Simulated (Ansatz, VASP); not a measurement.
# Sn2Ir: VASP beside Ansatz

The input INCAR:

```
SYSTEM = Sn2Ir
  PREC = Accurate
  ENCUT = 520
  EDIFF = 1E-8
  ISMEAR = -1
  SIGMA = 0.05
  LREAL = .FALSE.
  LASPH = .TRUE.
  NELM = 100
  ALGO = Normal
  ISIF = 2
  LWAVE = .FALSE.
  LCHARG = .FALSE.
  GGA = CA
  LEFG = .TRUE.
  NBANDS = 26
```

KPOINTS

```
regular mesh
0
G
  10 10 10
  0 0 0
```

Contents of POSCAR:

```
Sn2Ir
1.0
    0.0000000000      2.8924242958      2.8924242958
    2.8924242958      0.0000000000      2.8924242958
    2.8924242958      2.8924242958      0.0000000000
Sn Ir
2 1
Direct
    0.7500000000      0.7500000000      0.7500000000
    0.2500000000      0.2500000000      0.2500000000
    0.0000000000      0.0000000000      0.0000000000
```

Input for Ansatz:

```yaml
crystal:
  lattice:
    - [0.0, 2.8924242958, 2.8924242958]
    - [2.8924242958, 0.0, 2.8924242958]
    - [2.8924242958, 2.8924242958, 0.0]
  atoms:
    - { symbol: Sn, position: [0.75, 0.75, 0.75] }
    - { symbol: Sn, position: [0.25, 0.25, 0.25] }
    - { symbol: Ir, position: [0.0, 0.0, 0.0] }
kpoints:
  mp_grid: { grid: [10, 10, 10] }
scf:
  occupations: { method: fermi_dirac, width: 0.05 }
hamiltonian:
  xc: lda
  pseudopotentials: { kind: all_electron, datasets: crystal }
output:
  forces: true
  stress: true
  eigenvalues: true
  efg: { contact_densities: true }
```

Change from the starting cell: volume scaled by 0.75, crystal datasets.

Alike in both runs: task electric field gradients; functional LDA; k mesh 10 × 10 × 10; occupations fermi-dirac, width 0.05 eV; no spin polarisation.

|  | VASP | Ansatz |
| --- | --- | --- |
| version | VASP 6.6.1 | Ansatz 0.2.0 |
| potentials or method | VASP PAW LDA potentials, release 64 (Sn_d, Ir) | all-electron PAW with datasets made for the crystal, scalar-relativistic |
| plane-wave cutoff (eV) | 520 | see its input |

VASP gave:

- pressure (GPa): 68.1
- Vzz of the field gradient on the site that differs most (V/Å²): 0.0

Question: Estimate Ansatz's values.

Answer: Pressure (GPa): 66.5; Vzz of the field gradient on the site that differs most (V/Å²): 0.0.

Ansatz ran all-electron here, so the differences hold the error of VASP's frozen core and of both bases. Ansatz warned: «gradients_without_spin_orbit».

Caveats: the cell as given lies far from equilibrium; so large a pressure means that the cell lies far from this level's equilibrium, or that cutoff or potentials fall short (VASP). The runs have no spin-orbit coupling, so splittings on Ir are missing.
